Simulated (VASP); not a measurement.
Output of a VASP run:

### OSZICAR
```
       N       E                     dE             d eps       ncg     rms          rms(c)
DAV:   1     0.334252555387E+03    0.33425E+03   -0.13845E+04  6474   0.165E+03
DAV:   2     0.273317116602E+02   -0.30692E+03   -0.30123E+03  6496   0.489E+02
DAV:   3    -0.904753162779E+01   -0.36379E+02   -0.35672E+02  7624   0.194E+02
DAV:   4    -0.107064084279E+02   -0.16589E+01   -0.16517E+01  7364   0.447E+01
DAV:   5    -0.107919796255E+02   -0.85571E-01   -0.85562E-01  8318   0.899E+00    0.113E+00
DAV:   6    -0.107776702248E+02    0.14309E-01   -0.35044E-02  9058   0.164E+00    0.666E-01
DAV:   7    -0.107698730841E+02    0.77971E-02   -0.94959E-03  7606   0.733E-01    0.529E-01
DAV:   8    -0.107694826423E+02    0.39044E-03   -0.14581E-03  9156   0.286E-01    0.634E-02
DAV:   9    -0.107694702036E+02    0.12439E-04   -0.16438E-04  7738   0.141E-01    0.109E-02
DAV:  10    -0.107694711312E+02   -0.92760E-06   -0.20502E-05  7158   0.449E-02    0.586E-03
DAV:  11    -0.107694710612E+02    0.70093E-07   -0.27492E-06  6074   0.137E-02
   1 F= -.10769471E+02 E0= -.10769348E+02  d E =-.246740E-03  mag=    -0.0000     0.0000    -0.0000
       N       E                     dE             ncg
```

File OUTCAR:
```
------------------------ aborting loop because EDIFF is reached ----------------------------------------
  FORCE on cell =-STRESS in cart. coord.  units (eV):
  Direction    XX          YY          ZZ          XY          YZ          ZX
  --------------------------------------------------------------------------------------
  Total        0.3431630      0.4150157      0.4070842      0.0000000      0.0000000     -0.0238727
  in kB        8.2041298      9.9219408      9.7323204      0.0000000      0.0000000     -0.5707341
  external PRESSURE =       9.2861303 kB  Pullay stress =       0.0000000 kB
  volume of cell :       67.02
      direct lattice vectors                 reciprocal lattice vectors
     4.044961598 -2.247081634 -0.023169456     0.123069374 -0.222510830 -0.094482492
     4.044961598  2.247081634 -0.023169456     0.123069374  0.222510830 -0.094482492
     2.817805141  0.000000000  3.670367997     0.001553768  0.000000000  0.271259390
 POSITION                                       TOTAL-FORCE (eV/Angst)
 -----------------------------------------------------------------------------------
      2.58725      0.00000      0.85960        -0.013610      0.000000     -0.004522
      8.32048      0.00000      2.76443         0.013610      0.000000      0.004522
 -----------------------------------------------------------------------------------
    total drift:                                0.000000     -0.000000     -0.000000
  FREE ENERGIE OF THE ION-ELECTRON SYSTEM (eV)
  ---------------------------------------------------
  free  energy   TOTEN  =       -10.7694710612 eV

  energy  without entropy=      -10.7692243216  energy(sigma->0) =      -10.76934769

 Ion:    1  E_soc:     -1.7184124

 Ion:    2  E_soc:     -1.7184124
```
(Selected blocks of OUTCAR.)

File POSCAR:
```
Bi
1
    4.0449615976    -2.2470816335    -0.0231694555
    4.0449615976     2.2470816335    -0.0231694555
    2.8178051406     0.0000000000     3.6703679970
Bi
2
Direct
  0.2371943246   0.2371943246   0.2371943246
  0.7628056754   0.7628056754   0.7628056754
```

### Question
Reconstruct the remaining input files.

### Answer
Several could match; the one computed here: the input of the run itself, LDA (Ceperley-Alder, Perdew-Zunger) with spin-orbit coupling, plane waves, VASP's LDA PAW potentials (set 64).

KPOINTS_OPT:
```
k-points along high-symmetry lines
7
Line-mode
Reciprocal
  0.000000   0.000000   0.000000 ! GAMMA
 -0.500000  -0.500000  -0.500000 ! T

 -0.500000  -0.500000  -0.500000 ! T
 -0.240257  -0.759743  -0.500000 ! H_2

  0.240257  -0.500000  -0.240257 ! H_0
 -0.000000  -0.500000   0.000000 ! L

 -0.000000  -0.500000   0.000000 ! L
  0.000000   0.000000   0.000000 ! GAMMA

  0.000000   0.000000   0.000000 ! GAMMA
  0.370129  -0.370129   0.000000 ! S_0

 -0.000000  -0.629871  -0.370129 ! S_2
  0.000000  -0.500000  -0.500000 ! F

  0.000000  -0.500000  -0.500000 ! F
  0.000000   0.000000   0.000000 ! GAMMA
```

**INCAR**
```
ALGO = Normal
EDIFF = 1E-6
ENCUT = 400
GGA_COMPAT = .False.
ISMEAR = 0
LASPH = .True.
LCHARG = .False.
LMAXMIX = 4
LREAL = .False.
LSORBIT = .True.
LWAVE = .False.
MAGMOM = 6*0
NELM = 100
PREC = Accurate
SIGMA = 0.05
SYSTEM = Bi
```

**KPOINTS**
```
Automatic mesh
0
Gamma
9 9 9
0 0 0
```

POTCAR, in this order: Bi_d (LDA.64 set). Program: vasp_ncl.

The compound is Bi in the a7 structure. It was relaxed first, which changed the volume by -5 %.
